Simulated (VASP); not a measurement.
**BeCr3: relaxation of cell and atoms with LDA**

Crystal: BeCr3.

```
CELL_PARAMETERS angstrom
3.51121 0.00000 0.00000
0.00000 3.51121 0.00000
0.00000 0.00000 3.51121
ATOMIC_POSITIONS crystal
Cr 0.50000 0.50000 0.00000
Cr 0.50000 0.00000 0.50000
Cr 0.00000 0.50000 0.50000
Be 0.00000 0.00000 0.00000
```

The cell comes from a database or a generator and needn't be the stable form of this composition.

```json
{"Program": "VASP 6.6.1", "Task": "relaxation of cell and atoms", "Functional": "LDA", "Potentials or basis": "VASP PAW LDA potentials, release 64 (Cr_pv, Be)", "Cutoff": "600 eV", "k mesh": "6 × 6 × 6", "Occupations": "fermi-dirac, width 0.05 eV", "Spin": "collinear spin, ferromagnetic start", "Starting moments": "[3.0, 3.0, 3.0, 0.0] μB", "Further INCAR settings": "ALGO = Normal; EDIFF = 1e-07; IBRION = 2; EDIFFG = -0.005; NSW = 60; ISIF = 3"}
```

```json
{
  "Relaxed volume": "10.13 Å³/atom",
  "Relaxed cell": "a = 3.435 Å, b = 3.435 Å, c = 3.435 Å, α = 90.00°, β = 90.00°, γ = 90.00°",
  "Space group after relaxing (to 0.05 Å)": "Pm-3m (No. 221)",
  "Energy gained by relaxing": "33.0 meV/atom",
  "Ionic steps": "4",
  "Pressure after relaxing": "0.0 GPa",
  "Band gap on the k mesh": "none (metal or under the smearing width)",
  "Net moment": "0.00 μB per cell",
  "Valence electrons inside the program's atomic spheres": "Cr 11.21; Be 1.24"
}
```

Step by step:
| step | energy change (eV) | largest force (eV/Å) | pressure (GPa) | volume (Å³) |
| --- | --- | --- | --- | --- |
| 1 | 0.0000 | 0.0000 | -14.46 | 43.29 |
| 2 | 0.0753 | 0.0000 | 23.13 | 37.45 |
| 3 | -0.1321 | 0.0000 | -0.31 | 40.57 |
| 4 | -0.1321 | 0.0000 | 0.01 | 40.51 |

Final structure:
```
Cr Be
1.0
     3.43455    0.00000    0.00000
     0.00000    3.43455    0.00000
     0.00000    0.00000    3.43455
Cr Be
3 1
Cartesian
  1.7173 1.7173 0.0000
  1.7173 0.0000 1.7173
  0.0000 1.7173 1.7173
  0.0000 0.0000 0.0000
```

Levels at points of the mesh, in eV from the Fermi level:
Spin up:
| k point | band 16 | band 17 | band 18 | band 19 | band 20 | band 21 | band 22 | band 23 |
| --- | --- | --- | --- | --- | --- | --- | --- | --- |
| (0.00, 0.00, 0.00) | -3.18 | 0.64 | 0.64 | 0.64 | 1.92 | 1.92 | 1.95 | 1.95 |
| (0.50, 0.00, 0.00) | -1.53 | -0.76 | -0.76 | -0.15 | -0.14 | 0.40 | 0.80 | 0.80 |
| (0.50, 0.50, 0.00) | -1.86 | -1.86 | -0.61 | -0.61 | 0.32 | 0.32 | 0.41 | 1.31 |
| (0.50, 0.50, 0.50) | -0.91 | -0.89 | -0.89 | -0.89 | 0.48 | 0.48 | 0.48 | 1.27 |
Spin down:
```tsv
k point	band 16	band 17	band 18	band 19	band 20	band 21	band 22	band 23
(0.00, 0.00, 0.00)	-3.18	0.64	0.64	0.64	1.92	1.92	1.95	1.95
(0.50, 0.00, 0.00)	-1.53	-0.76	-0.76	-0.15	-0.14	0.40	0.80	0.80
(0.50, 0.50, 0.00)	-1.86	-1.86	-0.61	-0.61	0.32	0.32	0.41	1.31
(0.50, 0.50, 0.50)	-0.91	-0.89	-0.89	-0.89	0.48	0.48	0.48	1.27
```

Run time: 2.3 min on 1 thread of AMD EPYC 7R13 Processor (Zen 3), on a shared host, peak memory 0.14 GiB.

Caveat: the starting moments collapsed, and a magnetic state may lie lower.
